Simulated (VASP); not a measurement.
A convergence study with VASP on MnO (space group Fm-3m): one setting is varied, all else stays as given below, so the limit is that of these other settings.

```yaml
crystal:
  lattice:
    - [4.48040, 2.24020, 2.24020]
    - [2.24020, 4.48040, 2.24020]
    - [2.24020, 2.24020, 4.48040]
  atoms:
    - { symbol: Mn, position: [0.00000, 0.00000, 0.00000], spin: 5.0 }
    - { symbol: Mn, position: [0.50000, 0.50000, 0.50000], spin: -5.0 }
    - { symbol: O, position: [0.25000, 0.25000, 0.25000] }
    - { symbol: O, position: [0.75000, 0.75000, 0.75000] }
```

These are PBE GGA, VASP's PBE PAW potentials (set 64) (plane waves; VASP 6.6.1) values and carry that method's errors. The tightest run used: 700 eV cut-off, 13×13×13 Γ-centred mesh, Gaussian smearing of 0.050 eV, potentials Mn_pv O.

The reference is 13×13×13 mesh, which took about 20 core-minutes. The timings are rough (shared machines, no repeats); factors under 2 mean little.

Question: Of the settings 1×1×1 mesh; 2×2×2 mesh; 3×3×3 mesh; 4×4×4 mesh; 5×5×5 mesh; 6×6×6 mesh; 7×7×7 mesh; 8×8×8 mesh; 9×9×9 mesh; 10×10×10 mesh; 11×11×11 mesh; 12×12×12 mesh; 13×13×13 mesh, which is the lowest that keeps the difference from the reference in E (eV/atom) within 0.01 from there on, and what does it cost?

Answer: 4×4×4 mesh; its cost over the reference is about 1/20.
| setting | difference in E (eV/atom) | cost over the reference |
|---|---|---|
| 1×1×1 mesh | 1.2583 | about 1/50 |
| 2×2×2 mesh | 0.1431 | about 1/30 |
| 3×3×3 mesh | 0.0150 | about 1/30 |
| 4×4×4 mesh | 0.0050 | about 1/20 |
| 5×5×5 mesh | 0.0014 | about 1/10 |
| 6×6×6 mesh | 0.0004 | about 1/7 |
| 7×7×7 mesh | 0.0001 | about 1/5 |
| 8×8×8 mesh | 0.0000 | about 1/3 |
| 9×9×9 mesh | 0.0000 | about 1/3 |
| 10×10×10 mesh | 0.0000 | about 1/2 |
| 11×11×11 mesh | 0.0000 | within a factor of 2 |
| 12×12×12 mesh | 0.0000 | within a factor of 2 |
| 13×13×13 mesh | 0.0000 | reference |

Left out are rungs that failed or repeat a setting and relaxations that didn't move; long series are thinned to 24 rows.

The structure was generated: MnO was put into an ordered model structure (Fm-3m), which need not be its known phase. The cell was not relaxed at this level. The spin order is the one that the start imposed; others were not tried in this run.
